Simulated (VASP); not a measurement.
Here is a VASP 6.6.1 calculation.

INCAR

```
SYSTEM = KBe2
PREC = Accurate ; ENCUT = 520
EDIFF = 1E-7 ; ISMEAR = -1
SIGMA = 0.05 ; LREAL = .False.
LASPH = .True. ; NELM = 100
ALGO = Normal ; ISIF = 2
LWAVE = .False. ; LCHARG = .False.
GGA = PE ; NBANDS = 14
```

The input KPOINTS:

```
regular mesh
0
Gamma
  8 8 5
  0 0 0
```

Contents of POSCAR:

```
KBe2
1.0
    3.8432600000      0.0000000000      0.0000000000
   -1.9216300000      3.3283600000      0.0000000000
    0.0000000000      0.0000000000      5.3959900000
K Be
1 2
Direct
   -0.0121350000     -0.0080660000      0.5023040000
    0.3196980000      0.6702950000      0.0010370000
    0.6573670000      0.3210010000     -0.0040010000
```

Potentials or basis: VASP PAW PBE potentials, release 64 (K_sv, Be).

The run is started by

```sh
$ cat potpaw_PBE.64/K_sv/POTCAR potpaw_PBE.64/Be/POTCAR > POTCAR
$ mpirun -np 1 vasp_std > vasp.out
```

Question: What does it give for the band gap on the k mesh?

Answer: None (metal or under the smearing width).

Question: Predict the pressure.

Answer: 0.1 GPa.

Question: What does it give for the largest force?

Answer: 0.160 eV/Å.

Forces on the atoms (eV/Å):
```
K   -0.004  0.009 -0.034
Be   0.065 -0.143 -0.027
Be  -0.062  0.134  0.062
```
